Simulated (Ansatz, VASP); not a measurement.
# Cross-check of ZrSnSe2S2 between VASP and Ansatz, part 2 of 2

Wanted: the spread between two codes on one cell, functional and k mesh. The cell is taken from a series of runs on this material, whose earlier steps may have relaxed, scaled, displaced or heated it; both programs get it as it stands.

VASP 6.6.1 and Ansatz 0.2.0.

So far: Starting point; VASP: single point, PBEsol, pair 1; Ansatz: single point, PBEsol, pair 1; Differences; Ansatz: single point, PBEsol, pair 2.

## Step 6: VASP: single point, PBEsol, pair 2

Level of this step: PBEsol; plane waves and PAW (Sn_d, S, Se, Zr_sv) (VASP).

The same cell, functional, mesh and smearing now go to VASP, with its own data sets.

Input file INCAR:

```
SYSTEM = ZrSnSe2S2
PREC = Accurate
ENCUT = 400
EDIFF = 1E-06
NELM = 120
ISMEAR = -1
SIGMA = 0.02
LREAL = .FALSE.
ALGO = Normal
GGA = PS
NBANDS = 31
LASPH = .TRUE.
LORBIT = 11
LWAVE = .FALSE.
LCHARG = .FALSE.
ISIF = 2
LDIPOL = .TRUE.
IDIPOL = 3
DIPOL = 0.5 0.5 0.501
LVHAR = .TRUE.
GGA_COMPAT = .FALSE.
EFERMI = MIDGAP
NELMDL = -8
KPAR = 2
```

Input file POSCAR:

```
ZrSnSe2S2
1.0
    3.6752749724      0.0000000000      0.0000000000
   -1.8376374862      3.1828814920      0.0000000000
    0.0000000000      0.0000000000     40.9000000000
Sn S Se Zr
1 2 2 1
Direct
    0.0000000000      0.0000000000      0.4313077583
    0.3333333333      0.6666666667      0.4671975834
    0.6666666667      0.3333333333      0.6081979989
    0.6666666667      0.3333333333      0.3918020011
    0.0000000000      0.0000000000      0.5344260935
    0.3333333333      0.6666666667      0.5742667218
```

Input file KPOINTS:

```
Automatic mesh
0
Gamma
6 6 1
0 0 0
```

The projector-augmented-wave data sets are Sn_d, S, Se and Zr_sv (PBE family, release 64).

Started as:

```
$ mpirun -np 2 vasp_std
```

Numbers of over 12 decimals in the logs are rounded to 6 here.

Output:

```text
[banner, memory and clock lines left out]
running    2 mpi-ranks, on    1 nodes
[...]
[... a notice as in an earlier step ...]

 LDA part: xc-table for (Slater+PW92), standard interpolation
 POSCAR, INCAR and KPOINTS ok, starting setup
[...]
entering main loop
       N       E                     dE             d eps       ncg     rms          rms(c)
DAV:   1     0.438216935079E+03    0.43822E+03   -0.18374E+04   506   0.106E+03
DAV:   2     0.180125226875E+02   -0.42020E+03   -0.41230E+03   585   0.282E+02
DAV:   3    -0.335937484169E+02   -0.51606E+02   -0.51201E+02   607   0.117E+02
DAV:   4    -0.370943086189E+02   -0.35006E+01   -0.34911E+01   724   0.263E+01
[...]
DAV:  25    -0.351408105277E+02   -0.88640E-05   -0.21211E-07   373   0.144E-03    0.268E-04
DAV:  26    -0.351408139940E+02   -0.34664E-05   -0.89529E-08   343   0.879E-04    0.372E-04
DAV:  27    -0.351408148553E+02   -0.86127E-06   -0.23991E-08   343   0.663E-04
   1 F= -.35140815E+02 E0= -.35140814E+02  d E =-.857105E-06
```

OUTCAR, selected parts (step 6):

```text
  Total        1.7105708      1.7105708      1.2075509      0.0000000      0.0000000      0.0000000
  in kB        5.7281982      5.7281982      4.0437326      0.0000000      0.0000000      0.0000000
  external PRESSURE =       5.1667097 kB  Pullay stress =       0.0000000 kB

 POSITION                                       TOTAL-FORCE (eV/Angst)
 -----------------------------------------------------------------------------------
      0.00000      0.00000     17.64049        -0.000000     -0.000000     -0.062486
     -0.00000      2.12192     19.10838         0.000000      0.000000     -0.025541
      1.83764      1.06096     24.87530         0.000000      0.000000      0.081408
      1.83764      1.06096     16.02470        -0.000000      0.000000     -0.094240
      0.00000      0.00000     21.85803        -0.000000      0.000000      0.008492
     -0.00000      2.12192     23.48751         0.000000     -0.000000      0.092366
 -----------------------------------------------------------------------------------
    total drift:                               -0.000000     -0.000000     -0.000198

  FREE ENERGIE OF THE ION-ELECTRON SYSTEM (eV)
  ---------------------------------------------------
  free  energy   TOTEN  =       -35.1408148553 eV

  energy  without entropy=      -35.1408139982  energy(sigma->0) =      -35.14081443

[... 1 part as in an earlier step ...]

[... 2 further parts left out ...]
[key lines of the parts left out:]
E-fermi :  -2.3608
```

## Step 7: Side by side

What differs besides the data sets and the points named for the pairs above, as far as they apply: the data sets hold 70 valence electrons in Ansatz (on its PAW soft_1 files) and 50 in VASP. Total energies have different zeros and are not compared.

Both answers:

```csv
quantity,Ansatz,VASP,difference
gap on the k mesh (eV),0.449,0.451,-0.002
```

A gap on the mesh is an upper bound, since the band edges may lie between its points. With vacuum in the cell, a pressure given here is an average over mostly empty space and none of the material.

## Step 8: VASP: single point, PBEsol, spin-orbit coupling

With cell and atoms fixed, the geometry can't cause a difference; cores, projectors, grids and the points listed under the comparison can.

INCAR: that of step 6 with these lines changed.

```diff
@@ -4,3 +4,3 @@
 EDIFF = 1E-06
-NELM = 120
+NELM = 200
 ISMEAR = -1
@@ -10,4 +10,9 @@
 GGA = PS
-NBANDS = 31
+LNONCOLLINEAR = .TRUE.
+MAGMOM = 0 0 0 0 0 0 0 0 0 0 0 0 0 0 0 0 0 0
+NBANDS = 62
+GGA_COMPAT = .FALSE.
 LASPH = .TRUE.
+LSORBIT = .TRUE.
+LMAXMIX = 4
 LORBIT = 11
@@ -20,3 +25,2 @@
 LVHAR = .TRUE.
-GGA_COMPAT = .FALSE.
 EFERMI = MIDGAP
```

POSCAR is that of step 6.

KPOINTS is that of step 6.

Started as:

```
$ mpirun -np 2 vasp_ncl
```

Output:

```text
[... set-up lines as in an earlier step ...]
 entering main loop
       N       E                     dE             d eps       ncg     rms          rms(c)
DAV:   1     0.452935570257E+03    0.45294E+03   -0.18301E+04  1432   0.107E+03
DAV:   2     0.248844655027E+02   -0.42805E+03   -0.41949E+03  1608   0.290E+02
DAV:   3    -0.330749860851E+02   -0.57959E+02   -0.57412E+02  1560   0.125E+02
DAV:   4    -0.371109930511E+02   -0.40360E+01   -0.40181E+01  2000   0.311E+01
[...]
DAV:  28    -0.352988126021E+02   -0.33495E-05   -0.59375E-08   848   0.903E-04    0.412E-04
DAV:  29    -0.352988144089E+02   -0.18068E-05   -0.39025E-08   812   0.698E-04    0.404E-04
DAV:  30    -0.352988150779E+02   -0.66892E-06   -0.14027E-08   800   0.537E-04
   1 F= -.35298815E+02 E0= -.35298811E+02  d E =-.788674E-05  mag=     0.0000     0.0000    -0.0000
```

From OUTCAR (step 8):

```text
  Total        1.7119181      1.7119181      1.2211712      0.0000000     -0.0000000      0.0000000
  in kB        5.7327097      5.7327097      4.0893429      0.0000000     -0.0000000      0.0000000
  external PRESSURE =       5.1849208 kB  Pullay stress =       0.0000000 kB

 POSITION                                       TOTAL-FORCE (eV/Angst)
 -----------------------------------------------------------------------------------
      0.00000      0.00000     17.64049         0.000000      0.000000     -0.055599
     -0.00000      2.12192     19.10838         0.000000      0.000000     -0.025861
      1.83764      1.06096     24.87530         0.000000      0.000000      0.081253
      1.83764      1.06096     16.02470         0.000000      0.000000     -0.100651
      0.00000      0.00000     21.85803        -0.000000      0.000000      0.003897
     -0.00000      2.12192     23.48751        -0.000000      0.000000      0.096959
 -----------------------------------------------------------------------------------
    total drift:                                0.000000     -0.000000     -0.000250

  FREE ENERGIE OF THE ION-ELECTRON SYSTEM (eV)
  ---------------------------------------------------
  free  energy   TOTEN  =       -35.2988150779 eV

  energy  without entropy=      -35.2988071911  energy(sigma->0) =      -35.29881113

 magnetization (x)
# of ion       s       p       d       tot
------------------------------------------
    1        0.000   0.000   0.000   0.000
    2        0.000   0.000   0.000   0.000
    3        0.000   0.000   0.000   0.000
    4        0.000   0.000   0.000   0.000
    5        0.000   0.000   0.000   0.000
    6        0.000   0.000   0.000   0.000
--------------------------------------------------
tot          0.000   0.000   0.000   0.000

 magnetization (y)
# of ion       s       p       d       tot
------------------------------------------
    1        0.000   0.000   0.000   0.000
    2        0.000   0.000   0.000   0.000
    3        0.000   0.000   0.000   0.000
    4        0.000   0.000   0.000   0.000
    5        0.000   0.000   0.000   0.000
    6        0.000   0.000   0.000   0.000
--------------------------------------------------
tot          0.000   0.000   0.000   0.000

 magnetization (z)
# of ion       s       p       d       tot
------------------------------------------
    1        0.000  -0.000   0.000  -0.000
    2        0.000   0.000   0.000   0.000
    3        0.000   0.000   0.000   0.000
    4       -0.000   0.000  -0.000  -0.000
    5        0.000   0.000   0.000   0.000
    6       -0.000  -0.000   0.000  -0.000
--------------------------------------------------
tot         -0.000   0.000  -0.000   0.000

[... 1 part as in an earlier step ...]

[... 2 further parts left out ...]
[key lines of the parts left out:]
E-fermi :  -2.3068
```

## Step 9: Ansatz: single point, PBEsol, spin-orbit coupling

The same cell, functional, mesh and smearing now go to Ansatz, which takes its cutoff from its data sets.

The cell is taken from a series of runs on this material, whose earlier steps may have relaxed, scaled, displaced or heated it; both programs get it as it stands.

Input file input.yaml:

```yaml
crystal:
  lattice:
    - [3.6752749724, 0.0, 0.0]
    - [-1.8376374862, 3.182881492, 0.0]
    - [0.0, 0.0, 40.9]
  atoms:
    - { symbol: Sn, position: [0.0, 0.0, 0.4313077583] }
    - { symbol: S, position: [0.3333333333, 0.6666666667, 0.4671975834] }
    - { symbol: Se, position: [0.6666666667, 0.3333333333, 0.3918020011] }
    - { symbol: Zr, position: [0.3333333333, 0.6666666667, 0.5742667218] }
    - { symbol: S, position: [0.6666666667, 0.3333333333, 0.6081979989] }
    - { symbol: Se, position: [0.0, 0.0, 0.5344260935] }
  periodic: [true, true, false]
kpoints:
  mp_grid: { grid: [6, 6, 1] }
  band_path:
    path: [[0.0, 0.0, 0.0], [0.5, 0.0, 0.0], [0.3333333333, 0.3333333333, 0.0]]
    npoints: 1
hamiltonian:
  xc: pbesol
  pseudopotentials: { kind: paw_fr, azcp: { folder: soft_1 }, xc_functional: pbe }
scf:
  occupations: { method: fermi_dirac, width: 0.02 }
  n_extra_bands: 12
magnetization:
  noncollinear: true
  spin_orbit: true
output:
  eigenvalues: true
```

Started as:

```
$ ansatz run input.yaml --threads 4 --pin off --max-ram 17510MiB --backend cpu --events-out ev --progress --plain --runs-dir out
```

Output:

```text
[...]
non-collinear run that drives no moment, with spin-orbit: no starting moment large enough to seed its density (crystal.atoms[].spin), no starting occupations that ask for one, no magnetisation constraint and no magnetic field, so the semilocal B_xc is pinned to zero
Crystal: 6 atoms, lattice volume = 478.447 Å³
Basis set: ecut = 420 eV, 9353 PW (Γ)
[...]
k-point 0: bands = [... 66 lower, -5.7782, -5.7782, -5.5809, -5.5809, -4.4900, -4.4900, -4.4839, -4.4839, ... 8 higher]
  k-point 1: bands = [... 66 lower, -6.1355, -6.0978, -6.0191, -6.0092, -4.5097, -4.5062, -3.6904, -3.6865, ... 8 higher]
  k-point 2: bands = [... 66 lower, -6.7006, -6.6764, -6.2972, -6.2936, -4.9736, -4.9630, -4.5127, -4.4783, ... 8 higher]
  k-point 6: bands = [... 66 lower, -7.0547, -7.0311, -6.9310, -6.9116, -4.0631, -3.9885, -3.7053, -3.6980, ... 8 higher]
[key lines of the parts left out:]
SCF converged after 12 iterations
Magnetization: |M| = 0.0000 μB,  M = (+0.0000, +0.0000, +0.0000) μB
Free energy (F): -22705.339493 eV
Fermi energy:    -5.423654 eV
```

## Step 10: Comparison

What differs besides the data sets and the points named for the pairs above, as far as they apply: spin-orbit coupling enters by fully relativistic files in Ansatz and inside the spheres in VASP; the data sets hold 70 valence electrons in Ansatz (on its PAW fully relativistic soft_1 files) and 50 in VASP. Total energies have different zeros and are not compared.

The two programs side by side:

```csv
quantity,Ansatz,VASP,difference
gap on the k mesh (eV),0.337,0.337,-0.001
```

A gap on the mesh is an upper bound, since the band edges may lie between its points. With vacuum in the cell, a pressure given here is an average over mostly empty space and none of the material.

## Step 11: Outcome

- difference in gap on the k mesh (single point, PBEsol, pair 1): -0.0012 eV
- difference in gap on the k mesh (single point, PBEsol, pair 2): -0.0015 eV
- difference in gap on the k mesh (single point, PBEsol, spin-orbit coupling): -8.7e-4 eV

In words: The difference in gap on the k mesh is -0.0015 eV (single point, PBEsol, pair 2), within the 0.08 eV picked in this series as the mark of a large difference. The data sets hold unlike numbers of valence electrons (70 in Ansatz and 50 in VASP), so part of the differences comes from the potentials. Such differences can come from data sets, numerical settings and the points named under the comparisons, not from the functional's error against experiment.

[Lines on the potential files, build, host, timing and source positions are cut from VASP's logs without a mark.]

[Logs are printed without paths, hosts, clocks, repeated set-up lines and the standing remarks that a program may print on its own settings, such as how far it seeks lower states.]

[Hosts, paths, dates, database ids (printed as entryN), source tags and the programs' standing remarks are cut or masked in the printed files.]
